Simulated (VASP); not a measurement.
Input:

```xyz
4
Lattice="3.2521 0.0000 0.0000 -1.6260 2.8164 0.0000 0.0000 0.0000 5.1353" Properties=species:S:1:pos:R:3 pbc="T T T"
Be     0.0000     0.0000     0.0000
Be     0.0000     0.0000     2.5677
Se     0.0000     1.8776     1.2838
Se     1.6260     0.9388     3.8515
```

All values below come from PBEsol GGA, VASP's PBE PAW potentials (set 64) (plane waves; VASP). Settings: 500 eV cut-off, 8×8×5 Γ-centred mesh, Gaussian smearing of 0.050 eV, potentials Be Se.

Predict the energy per atom (σ→0), pressure.

```
Quantity                       Result
---------------------  --------------
energy per atom (σ→0)  -4.076 eV/atom
pressure                    29.88 GPa
```

The absolute energy has meaning only against runs of the same code, potentials and settings.

The structure was generated: BeSe was put into the NiAs type type (P6_3/mmc), which need not be its known phase. It was relaxed first under an external pressure of 30 GPa.
